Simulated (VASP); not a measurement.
Output of a VASP run:

OSZICAR:
```
       N       E                     dE             d eps       ncg     rms          rms(c)
DAV:   1     0.198588111296E+03    0.19859E+03   -0.18022E+04  1320   0.204E+03
DAV:   2    -0.325264322403E+02   -0.23111E+03   -0.22630E+03  1362   0.387E+02
DAV:   3    -0.554652201702E+02   -0.22939E+02   -0.22844E+02  1590   0.123E+02
DAV:   4    -0.559765971773E+02   -0.51138E+00   -0.51081E+00  1524   0.190E+01
DAV:   5    -0.559849176071E+02   -0.83204E-02   -0.83196E-02  1638   0.235E+00    0.108E+01
DAV:   6    -0.518792645599E+02    0.41057E+01   -0.35055E+00  1714   0.514E+01    0.944E+00
DAV:   7    -0.492340125420E+02    0.26453E+01   -0.11935E+00  1368   0.133E+01    0.436E+00
DAV:   8    -0.500980747770E+02   -0.86406E+00   -0.95805E-01  1368   0.670E+00    0.151E+00
DAV:   9    -0.499817969855E+02    0.11628E+00   -0.16970E-01  1356   0.423E+00    0.107E+00
DAV:  10    -0.499014411062E+02    0.80356E-01   -0.11532E-01  1326   0.366E+00    0.681E-01
DAV:  11    -0.499794750822E+02   -0.78034E-01   -0.10745E-01  1320   0.378E+00    0.170E-01
DAV:  12    -0.499830198577E+02   -0.35448E-02   -0.17424E-02  1404   0.168E+00    0.780E-02
DAV:  13    -0.499870420450E+02   -0.40222E-02   -0.49352E-03  1434   0.828E-01    0.636E-02
DAV:  14    -0.499861401017E+02    0.90194E-03   -0.59599E-03  1326   0.893E-01    0.336E-02
DAV:  15    -0.499874708822E+02   -0.13308E-02   -0.14329E-03  1368   0.408E-01    0.223E-02
DAV:  16    -0.499882265406E+02   -0.75566E-03   -0.84510E-04  1380   0.380E-01    0.155E-02
DAV:  17    -0.499882286053E+02   -0.20648E-05   -0.21181E-05  1614   0.418E-02    0.230E-02
DAV:  18    -0.499882306777E+02   -0.20724E-05   -0.32092E-06  1630   0.222E-02    0.127E-02
DAV:  19    -0.499882372935E+02   -0.66158E-05   -0.13863E-05  1432   0.432E-02    0.242E-03
DAV:  20    -0.499882392270E+02   -0.19335E-05   -0.15634E-06  1608   0.117E-02    0.578E-03
DAV:  21    -0.499882400391E+02   -0.81216E-06   -0.46600E-08   942   0.223E-03    0.584E-03
DAV:  22    -0.499882417424E+02   -0.17032E-05   -0.40381E-08   792   0.326E-03    0.466E-03
DAV:  23    -0.499882432072E+02   -0.14648E-05   -0.12386E-07   918   0.325E-03    0.381E-03
DAV:  24    -0.499882432680E+02   -0.60799E-07   -0.26776E-08   762   0.172E-03
   1 F= -.49988243E+02 E0= -.49988243E+02  d E =0.000000E+00
       N       E                     dE             ncg
       N       E                     dE             ncg
```

**OUTCAR**
```
------------------------ aborting loop because EDIFF is reached ----------------------------------------
  FORCE on cell =-STRESS in cart. coord.  units (eV):
  Direction    XX          YY          ZZ          XY          YZ          ZX
  --------------------------------------------------------------------------------------
  Total       -0.0563892     -0.0563892     -0.0063009      0.0000000      0.0000000      0.0000000
  in kB       -1.1614694     -1.1614694     -0.1297811      0.0000000      0.0000000      0.0000000
  external PRESSURE =      -0.8175733 kB  Pullay stress =       0.0000000 kB
  volume of cell :       77.79
      direct lattice vectors                 reciprocal lattice vectors
     1.897932788 -3.287315976  0.000000000     0.263444524 -0.152099769  0.000000000
     1.897932788  3.287315976  0.000000000     0.263444524  0.152099769  0.000000000
     0.000000000  0.000000000  6.233711617     0.000000000  0.000000000  0.160418072
  FREE ENERGIE OF THE ION-ELECTRON SYSTEM (eV)
  ---------------------------------------------------
  free  energy   TOTEN  =       -49.9882432680 eV

  energy  without entropy=      -49.9882432680  energy(sigma->0) =      -49.98824327

 total charge

# of ion       s       p       d       tot
------------------------------------------
    1        0.508   0.489   9.820  10.817
    2        0.508   0.489   9.820  10.817
    3        1.306   2.470   0.000   3.776
    4        1.306   2.470   0.000   3.776
--------------------------------------------------
tot          3.628   5.918  19.639  29.186
```
(Selected blocks of OUTCAR.)

**POSCAR**
```
ZnS
1
    1.8979327876    -3.2873159758    -0.0000000000
    1.8979327876     3.2873159758     0.0000000000
    0.0000000000     0.0000000000     6.2337116167
Zn S
2 2
Direct
  0.6666670000   0.3333330000   0.5003064732
  0.3333330000   0.6666670000   0.0003064732
  0.6666670000   0.3333330000   0.8746935268
  0.3333330000   0.6666670000   0.3746935268
```

### Question
Write an INCAR and KPOINTS that could have produced this output.

### Answer
This is not unique; one that fits is the input of the run itself, SCAN meta-GGA, plane waves, VASP's PBE PAW potentials (set 64).

KPOINTS:
```
Automatic mesh
0
Gamma
8 8 4
0 0 0
```

INCAR:
```
# general
SYSTEM   =  ZnS
PREC     =  Accurate
ENCUT    =  520
LREAL    =  .False.
LASPH    =  .True.

# electronic loop
EDIFF    =  1E-7
NELM     =  100
ALGO     =  Normal
LMAXMIX  =  4
LMIXTAU  =  .True.

# smearing
ISMEAR   =  -5

# functional
METAGGA  =  SCAN

# ions
ISIF     =  2

# output
LWAVE    =  .False.
LCHARG   =  .False.
LORBIT   =  11
NEDOS    =  601

# other
LEFG     =  .True.
```

File KPOINTS_OPT:
```
k-points along high-symmetry lines
6
Line-mode
Reciprocal
  0.000000   0.000000   0.000000 ! GAMMA
  0.000000   0.500000   0.000000 ! M

  0.000000   0.500000   0.000000 ! M
 -0.333333   0.666667   0.000000 ! K

 -0.333333   0.666667   0.000000 ! K
  0.000000   0.000000   0.000000 ! GAMMA

  0.000000   0.000000   0.000000 ! GAMMA
  0.000000   0.000000   0.500000 ! A

  0.000000   0.000000   0.500000 ! A
  0.000000   0.500000   0.500000 ! L

  0.000000   0.500000   0.500000 ! L
 -0.333333   0.666667   0.500000 ! H

 -0.333333   0.666667   0.500000 ! H
  0.000000   0.000000   0.500000 ! A

  0.000000   0.500000   0.500000 ! L
  0.000000   0.500000   0.000000 ! M

 -0.333333   0.666667   0.500000 ! H
 -0.333333   0.666667   0.000000 ! K
```

POTCAR, in this order: Zn S (PBE.64 set). Program: vasp_std.

The compound is ZnS in the wurtzite structure, the high-temperature form. It was relaxed first.
